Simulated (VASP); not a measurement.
## Ge: energy against the displacement of an atom

Ge (diamond, Fd-3m, 22.123 Å³/atom and stress up to 0.22 GPa in the relaxed cell, cube axes along x, y and z) under a displacement u of the Ge atom at (1.404, 1.404, 1.404) Å, one of 2 in the cell, and of all its periodic images, along (0, 0, 1). LDA in VASP (plane waves, PAW), 480 eV, 10×10×10 Γ-centred mesh, Gaussian smearing 0.05 eV; the cell and the other atoms are held.

Here q stands for square of the displacement and y for E less E0.

```csv
square of the displacement (Å²),E less E0 (meV/cell)
0.0000,0.0
0.0004,2.3
0.0016,9.2
0.0049,28.1
0.0324,?
```

Problem. Fit y against q with a straight line, and predict the withheld value at q = 0.0324.

Solution. Means: q 0.0017250, y 9.90. About the means, the sum of products is 0.085020 and the sum of squares of q is 1.4827e-5; the slope is their ratio. Least squares gives y = 0.01 + 5734·q. Residuals (row less fit): -0.01, 0.00, 0.02, -0.01; standard error 0.01 (degrees of freedom: 2). The runs give the same energy for u and −u. Twice the slope is the force constant of this zone-centre displacement, 11.47 ± 0.01 eV/Å². At the withheld row, y = 0.01 + 5734 × 0.0324 = 185.79 meV/cell. The calculation gives 180.0 meV/cell, 5.79 meV/cell below the prediction (3.2 % of the range of y in the table). The row lies outside the fitted rows, so this is an extrapolation. The scatter of the fitted rows lies at the last printed digit.

A polynomial of degree 2 through the 6 other runs of the series gives 177.1 there. This level leaves no gap over 0.05 eV at displacement 0.020, 0.040, 0.070, 0.180 Å. Rows are the converged runs of the series near zero and its far end, less any whose ions stayed unrelaxed beside relaxed ones; series whose fitted rows scatter by over a few per cent of the range, as at a crossing or softening among them, aren't shown in this form. Most that stay on the fit to the last digits aren't either.
